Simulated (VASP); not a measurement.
# Ge from a squeezed to a stretched cell, part 2 of 2

Aim: follow Ge from a squeezed to a stretched cell. The starting structure is a measured crystal structure from the Crystallography Open Database. All runs use LDA. The equilibrium cell comes from relaxations that aren't shown. At each volume, shape and positions are relaxed as far as symmetry leaves them free.

VASP 6.6.1.

Results so far: the equilibrium volume 0.0 GPa; 0.96 of the equilibrium volume 3.2 GPa; 1.04 of the equilibrium volume -2.6 GPa; 0.92 of the equilibrium volume 7.3 GPa; 0.98 of the equilibrium volume 1.4 GPa.

**7. Relaxation at 1.02 of the equilibrium volume**

Level of this step: LDA; plane waves and PAW (Ge_d) (VASP).

INCAR reads:

```
SYSTEM = Ge
PREC = Accurate
ENCUT = 500
EDIFF = 1E-07
NELM = 100
ISMEAR = 0
SIGMA = 0.05
LREAL = .FALSE.
ALGO = Normal
GGA = CA
NBANDS = 20
LORBIT = 11
LWAVE = .FALSE.
LCHARG = .FALSE.
KPAR = 4
IBRION = 2
NSW = 50
ISIF = 4
EDIFFG = -0.003
```

POSCAR reads:

```
Ge
1.0
    0.0000000000      2.8309587426      2.8309587426
    2.8309587426      0.0000000000      2.8309587426
    2.8309587426      2.8309587426      0.0000000000
Ge
2
Direct
    0.5000000000      0.5000000000      0.5000000000
    0.7500000000      0.7500000000      0.7500000000
```

KPOINTS reads:

```
Automatic mesh
0
Gamma
10 10 10
0 0 0
```

The projector-augmented-wave data sets are Ge_d (LDA family, release 64).

Run with:

```console
> mpirun -np 4 vasp_std
```

Log:

```text
[... set-up lines as in an earlier step ...]
 entering main loop
       N       E                     dE             d eps       ncg     rms          rms(c)
DAV:   1     0.182907710257E+03    0.18291E+03   -0.14719E+04  2008   0.371E+03
DAV:   2     0.149032903840E+02   -0.16800E+03   -0.16314E+03  1884   0.582E+02
DAV:   3    -0.976063186432E+01   -0.24664E+02   -0.24518E+02  2088   0.144E+02
DAV:   4    -0.105453840171E+02   -0.78475E+00   -0.78416E+00  2140   0.300E+01
[...]
DAV:   9    -0.103848820931E+02   -0.44333E-04   -0.86729E-05  2148   0.970E-02    0.129E-02
DAV:  10    -0.103848786626E+02    0.34305E-05   -0.93570E-06  2528   0.445E-02    0.414E-03
DAV:  11    -0.103848786082E+02    0.54397E-07   -0.92775E-07  2012   0.824E-03
   1 F= -.10384879E+02 E0= -.10384818E+02  d E =-.103849E+02
[...]
reached required accuracy - stopping structural energy minimisation
```

Elapsed: 4 s, on 4 MPI ranks of AMD EPYC 9R45, shared host; peak memory 0.54 GiB.

OUTCAR, selected parts (step 7):

```text
  Total       -0.3796098     -0.3796098     -0.3796098      0.0000000      0.0000000      0.0000000
  in kB      -13.4034754    -13.4034754    -13.4034754      0.0000000      0.0000000      0.0000000
  external PRESSURE =     -13.4034754 kB  Pullay stress =       0.0000000 kB

 POSITION                                       TOTAL-FORCE (eV/Angst)
 -----------------------------------------------------------------------------------
      2.83096      2.83096      2.83096         0.000000      0.000000      0.000000
      4.24644      4.24644      4.24644        -0.000000     -0.000000     -0.000000
 -----------------------------------------------------------------------------------
    total drift:                                0.000000     -0.000000     -0.000000

  FREE ENERGIE OF THE ION-ELECTRON SYSTEM (eV)
  ---------------------------------------------------
  free  energy   TOTEN  =       -10.3848786082 eV

  energy  without entropy=      -10.3847575014  energy(sigma->0) =      -10.38481805

[... 2 parts as in an earlier step ...]

[... 2 further parts left out ...]
[key lines of the parts left out:]
E-fermi :   4.7092
```

1.02 of the equilibrium volume: 22.688 Å³ an atom and a pressure of -1.34 GPa, and no clear gap on the mesh. Further runs on this cell, not shown, give the modes T2g 285.0 cm⁻¹.

**8. Relaxation at 0.9 of the equilibrium volume**

INCAR is that of step 7.

POSCAR reads:

```
Ge
1.0
    0.0000000000      2.7152781159      2.7152781159
    2.7152781159      0.0000000000      2.7152781159
    2.7152781159      2.7152781159      0.0000000000
Ge
2
Direct
    0.5000000000      0.5000000000      0.5000000000
    0.7500000000      0.7500000000      0.7500000000
```

KPOINTS is that of step 7.

Run with:

```console
> mpirun -np 4 vasp_std
```

Log:

```text
[... set-up lines as in an earlier step ...]
 entering main loop
       N       E                     dE             d eps       ncg     rms          rms(c)
DAV:   1     0.182164302572E+03    0.18216E+03   -0.14571E+04  1972   0.385E+03
DAV:   2     0.142116679018E+02   -0.16795E+03   -0.16323E+03  1880   0.583E+02
DAV:   3    -0.978652383964E+01   -0.23998E+02   -0.23838E+02  2092   0.142E+02
DAV:   4    -0.104896068967E+02   -0.70308E+00   -0.70268E+00  2116   0.286E+01
[...]
DAV:  10    -0.102644857061E+02    0.31594E-05   -0.65220E-06  2192   0.367E-02    0.395E-03
DAV:  11    -0.102644854205E+02    0.28557E-06   -0.12875E-06  2024   0.672E-03    0.137E-03
DAV:  12    -0.102644853889E+02    0.31616E-07   -0.10441E-07  1256   0.642E-03
   1 F= -.10264485E+02 E0= -.10264485E+02  d E =-.102645E+02
[...]
reached required accuracy - stopping structural energy minimisation
```

Run time: 3.6 s. Hardware: 4 MPI ranks; peak memory 0.5 GiB.

Parts of OUTCAR (step 8):

```text
  Total        2.4261660      2.4261660      2.4261660      0.0000000      0.0000000      0.0000000
  in kB       97.0863429     97.0863429     97.0863429      0.0000000      0.0000000      0.0000000
  external PRESSURE =      97.0863429 kB  Pullay stress =       0.0000000 kB

 POSITION                                       TOTAL-FORCE (eV/Angst)
 -----------------------------------------------------------------------------------
      2.71528      2.71528      2.71528         0.000000     -0.000000     -0.000000
      4.07292      4.07292      4.07292        -0.000000      0.000000      0.000000
 -----------------------------------------------------------------------------------
    total drift:                                0.000000      0.000000      0.000000

  FREE ENERGIE OF THE ION-ELECTRON SYSTEM (eV)
  ---------------------------------------------------
  free  energy   TOTEN  =       -10.2644853889 eV

  energy  without entropy=      -10.2644853550  energy(sigma->0) =      -10.26448537

[... 2 parts as in an earlier step ...]

[... 2 further parts left out ...]
[key lines of the parts left out:]
E-fermi :   6.1534
```

0.9 of the equilibrium volume: 20.019 Å³ an atom and a pressure of 9.71 GPa, and 0.298 eV of gap on the mesh. Further runs on this cell, not shown, give the modes T2g 328.7 cm⁻¹.

**9. Relaxation at 1.06 of the equilibrium volume**

INCAR is that of step 8.

POSCAR reads:

```
Ge
1.0
    0.0000000000      2.8674912718      2.8674912718
    2.8674912718      0.0000000000      2.8674912718
    2.8674912718      2.8674912718      0.0000000000
Ge
2
Direct
    0.5000000000      0.5000000000      0.5000000000
    0.7500000000      0.7500000000      0.7500000000
```

KPOINTS is that of step 8.

Run with:

```console
> mpirun -np 4 vasp_std
```

Log:

```text
[... set-up lines as in an earlier step ...]
 entering main loop
       N       E                     dE             d eps       ncg     rms          rms(c)
DAV:   1     0.185993632967E+03    0.18599E+03   -0.14638E+04  2000   0.362E+03
DAV:   2     0.157398014071E+02   -0.17025E+03   -0.16547E+03  1888   0.591E+02
DAV:   3    -0.966768572908E+01   -0.25407E+02   -0.25238E+02  2120   0.145E+02
DAV:   4    -0.105003912363E+02   -0.83271E+00   -0.83209E+00  2104   0.307E+01
[...]
DAV:   9    -0.103572622148E+02   -0.55884E-04   -0.82534E-05  2084   0.914E-02    0.124E-02
DAV:  10    -0.103572590853E+02    0.31295E-05   -0.84849E-06  2536   0.409E-02    0.384E-03
DAV:  11    -0.103572591340E+02   -0.48733E-07   -0.81536E-07  2012   0.848E-03
   1 F= -.10357259E+02 E0= -.10357187E+02  d E =-.103573E+02
[...]
reached required accuracy - stopping structural energy minimisation
```

Wall time 4 s (4 MPI ranks); peak memory 0.54 GiB; 14 s of CPU time.

From OUTCAR (step 9):

```text
  Total       -1.0703940     -1.0703940     -1.0703940     -0.0000000     -0.0000000     -0.0000000
  in kB      -36.3678776    -36.3678776    -36.3678776     -0.0000000     -0.0000000     -0.0000000
  external PRESSURE =     -36.3678776 kB  Pullay stress =       0.0000000 kB

 POSITION                                       TOTAL-FORCE (eV/Angst)
 -----------------------------------------------------------------------------------
      2.86749      2.86749      2.86749         0.000000     -0.000000      0.000000
      4.30124      4.30124      4.30124        -0.000000      0.000000     -0.000000
 -----------------------------------------------------------------------------------
    total drift:                                0.000000     -0.000000     -0.000000

  FREE ENERGIE OF THE ION-ELECTRON SYSTEM (eV)
  ---------------------------------------------------
  free  energy   TOTEN  =       -10.3572591340 eV

  energy  without entropy=      -10.3571153882  energy(sigma->0) =      -10.35718726

[... 2 parts as in an earlier step ...]

[... 2 further parts left out ...]
[key lines of the parts left out:]
E-fermi :   4.2761
```

1.06 of the equilibrium volume: 23.578 Å³ an atom and a pressure of -3.64 GPa, and no clear gap on the mesh. Further runs on this cell, not shown, give the modes T2g 264.7 cm⁻¹.

**10. The runs compared**

| run | volume (Å³/atom) | pressure (GPa) | gap on the mesh (eV) | T2g | core minutes |
| --- | --- | --- | --- | --- | --- |
| 0.9 of the equilibrium volume | 20.019 | 9.71 | 0.298 | 328.7 | 0.24 |
| 0.92 of the equilibrium volume | 20.464 | 7.28 | 0.334 | 321.6 | 0.24 |
| 0.96 of the equilibrium volume | 21.354 | 3.17 | 0.251 | 307.9 | 0.36 |
| 0.98 of the equilibrium volume | 21.798 | 1.44 | 0.184 | 301.8 | 0.267 |
| the equilibrium volume | 22.243 | 0.02 | none | 293.4 | 0.253 |
| 1.02 of the equilibrium volume | 22.688 | -1.34 | none | 285.0 | 0.267 |
| 1.04 of the equilibrium volume | 23.133 | -2.56 | none | 275.8 | 0.293 |
| 1.06 of the equilibrium volume | 23.578 | -3.64 | none | 264.7 | 0.267 |

Modes are in cm⁻¹ and matched by symmetry and order, imaginary ones as negative numbers. A number in brackets counts the listed modes of one symmetry from the lowest. The symmetry labels come from an automatic analysis and can be wrong where levels nearly coincide. Core minutes are wall time times ranks of the run shown, on a shared host.

**11. What came out**

```
pressure at 0.9 of the equilibrium volume  : 9.71 GPa
pressure at 0.92 of the equilibrium volume : 7.28 GPa
pressure at 0.96 of the equilibrium volume : 3.17 GPa
pressure at 0.98 of the equilibrium volume : 1.44 GPa
pressure at the equilibrium volume         : 0.02 GPa
pressure at 1.02 of the equilibrium volume : -1.34 GPa
pressure at 1.04 of the equilibrium volume : -2.56 GPa
pressure at 1.06 of the equilibrium volume : -3.64 GPa
```

Between 0.9 of the equilibrium volume and 1.06 of the equilibrium volume the pressure on Ge goes from 9.7 to -3.6 GPa. The gap on the mesh doesn't change in one direction: 0.30, 0.33, 0.25, 0.18, none, none, none, none eV. Semilocal functionals give gaps that are too small, spin-orbit coupling is left out, and the mesh may miss the true band edges, by more at some strains than at others. A run without a gap counts as a metal by its occupations. Where bands change their order, the gap's trend can turn. The T2g mode goes from 329 to 265 cm⁻¹, a mean mode Grüneisen parameter of 1.3. Further runs on this material are not shown.

[Lines on the potential files, build, host, timing and source positions are cut from VASP's logs without a mark.]

[Logs are printed without paths, hosts, clocks, repeated set-up lines and the standing remarks that a program may print on its own settings, such as how far it seeks lower states.]

[Hosts, paths, dates, database ids (printed as entryN), source tags and the programs' standing remarks are cut or masked in the printed files.]
